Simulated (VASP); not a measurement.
GdN:

```
Gd N
1.0
     2.58500   -2.58500    0.00000
     2.58500    2.58500    0.00000
     0.00000    0.00000    5.17000
Gd N
2 2
Direct
  0.00000 0.00000 0.00000
  0.50000 0.50000 0.50000
  0.50000 0.50000 0.00000
  0.00000 0.00000 0.50000
```

The cell comes from a database or a generator and needn't be the stable form of this composition.

Base run:

| Quantity | Value |
| --- | --- |
| Program | VASP 6.6.1 |
| Functional | PBE |
| Potentials or basis | VASP PAW PBE potentials, release 64 (Gd, N) |
| Cutoff | 520 eV |
| k mesh | 8 × 8 × 6 |
| Occupations | fermi-dirac, width 0.05 eV |
| Spin | collinear spin, ferromagnetic start |
| Starting moments | [7.0, 7.0, 0.0, 0.0] μB |
| Hubbard terms | Gd f U = 6 eV |

Its results: band gap on the k mesh none (metal or under the smearing width); pressure -11.8 GPa; net moment 14.00 μB per cell; site moments Gd +6.87; N -0.11 μB.

**Question.** The run is repeated on the same cell with these changes: spin from collinear spin, ferromagnetic start to collinear spin, antiferromagnetic start; moments at the start from [7.0, 7.0, 0.0, 0.0] to [7.0, -7.0, 0.0, 0.0]. What comes out?

**Answer.** Band gap on the k mesh 0.21 eV; pressure -11.7 GPa; net moment 0.00 μB per cell; site moments Gd +6.86, -6.86; N -0.04, +0.04 μB.

Caveats: spin-orbit coupling is left out, which moves the levels of the heavy elements.

A k mesh can miss the band edges.

Not every run made on this cell is shown here.
